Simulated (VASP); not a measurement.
Input:

```
MgI2
1.0
    2.10414    -3.64448     0.00000
    2.10414     3.64448     0.00000
    0.00000     0.00000     7.55703
Mg I
1 2
Direct
  0.00000   0.00000   0.00000
  0.33333   0.66667   0.22096
  0.66667   0.33333   0.77904
```

The numbers are results of PBE GGA, VASP's PBE PAW potentials (set 64) (plane waves; VASP), not measurements. Numerical set-up: 480 eV cut-off, 6×6×4 Γ-centred mesh, Gaussian smearing of 0.050 eV, potentials Mg I.

Without a dispersion term in the relaxation, distances and binding between the weakly bound layers, chains or molecules are unreliable, and so is what depends on them.

Each relaxation starts from this cell; other phases were not tried.

The cell is relaxed at 2 GPa. What happens?

The volume per atom goes from 38.63 to 32.76 Å³ (-15.2 %), and the cell becomes a = b = 4.109 Å, c = 6.722 Å, α = β = 90.00°, γ = 120.00°, space group P-3m1. The gap on the mesh goes from 3.61 to 3.46 eV.

The cell is relaxed at 20 GPa. What happens?

The volume per atom goes from 38.63 to 23.82 Å³ (-38.3 %), and the cell becomes a = b = 3.709 Å, c = 5.998 Å, α = β = 90.00°, γ = 120.00°, space group P-3m1. The gap on the mesh goes from 3.61 to 2.59 eV.

Failed runs are left out, and for metals the shear rows, which the mesh's noise covers.

The compound is MgI2 in the 1T layered structure.
